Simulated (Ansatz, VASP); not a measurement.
# NbTe: VASP beside Ansatz

```xyz
2
Lattice="3.7030 0.0000 0.0000 -1.8515 3.2069 0.0000 0.0000 0.0000 3.6942" Properties=species:S:1:pos:R:3 pbc="T T T"
Te    1.8515    1.0690    0.0000
Nb    0.0000    0.0000    1.8471
```

The cell comes from a database or a generator and needn't be the stable form of this composition.

Alike in both runs: task band structure; functional r2SCAN; k mesh 8 × 8 × 7; occupations fermi-dirac, width 0.05 eV; no spin polarisation.

```csv
,VASP,Ansatz
version,VASP 6.6.1,Ansatz 0.2.0
potentials or method,"VASP PAW PBE potentials, release 64 (Te, Nb_sv)",Ansatz PAW
plane-wave cutoff (eV),520,500
valence electrons in the cell,19,29
```

```csv
,VASP,Ansatz,Ansatz less VASP
gap on the k mesh at the Fermi level (eV),none,none,-
pressure (GPa),-1.6,-1.5,+0.15
largest component of the traceless stress (GPa),0.16,0.11,-0.052
```

A gap of «none» marks a metal or a gap that the smearing closes. The two sets of potentials don't hold the same shells in valence.

Caveats: spin-orbit coupling is left out, which moves the levels of the heavy elements; the PAW data sets were made with another functional, which shifts forces and pressure a little (VASP); the PAW data sets come from PBE, with cores solved anew for the run's functional, which leaves a small shift of forces and pressure (Ansatz).
